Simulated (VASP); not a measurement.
Energy against volume of CsSnI$_{3}$ (cubic perovskite). These are vdW-DF2, VASP's PBE PAW potentials (set 64) (plane waves; VASP) values and carry that method's errors. Run with 520 eV cut-off, 4×4×4 Γ-centred mesh, Gaussian smearing of 0.050 eV, potentials Cs_sv Sn_d I.

```tsv
V (Å³/atom)	E (eV/atom)
48.865	-0.43726
50.424	-0.44912
51.984	-0.45523
53.543	-0.45645
```

Task: Fit these four points and predict the energy of the run at 55.103 Å³/atom.

Result: A cubic in V^(−2/3), the third-order Birch-Murnaghan form, passes through the four points with V0 = 53.19 Å³/atom and B0 = 15 GPa, and gives -0.4535 eV/atom there. The run gave -0.4535 eV/atom, -0.0 meV/atom from the fit; all five points give B0 = 15 GPa.

The compound is CsSnI3 in the cubic perovskite structure, the ideal cubic form; the compound distorts at low or room temperature. It was relaxed first, which changed the volume by +11 %.
